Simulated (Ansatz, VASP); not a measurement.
## CaCuH2: VASP beside Ansatz

```
CELL_PARAMETERS angstrom
1.95193 1.12694 4.33298
-1.95193 1.12694 4.33298
0.00000 -2.25389 4.33298
ATOMIC_POSITIONS crystal
Ca 0.50000 0.50000 0.50000
Cu 0.00000 0.00000 0.00000
H 0.88099 0.88099 0.88099
H 0.11901 0.11901 0.11901
```

Alike in both runs: functional PBE; k mesh 6 × 6 × 6; occupations gaussian, width 0.1 eV; no spin polarisation.

Ansatz relaxed the structure, and its values are those at the end. VASP's run is a single point on that final structure, the one shown.

```csv
,VASP,Ansatz
version,VASP 6.6.1,Ansatz 0.2.0
potentials or method,"VASP PAW PBE potentials, release 64 (Ca_sv, Cu, H)","scalar-relativistic, plane waves, PAW"
plane-wave cutoff (eV),520,420
valence electrons in the cell,23,31
```

```csv
,VASP,Ansatz,Ansatz less VASP
gap on the k mesh at the Fermi level (eV),none,none,-
pressure (GPa),0.1,-0.1,-0.16
rms of the force components (eV/Å),0.007,0.005,-0.0011
```

A gap of «none» marks a metal or a gap that the smearing closes. The two sets of potentials don't hold the same shells in valence.
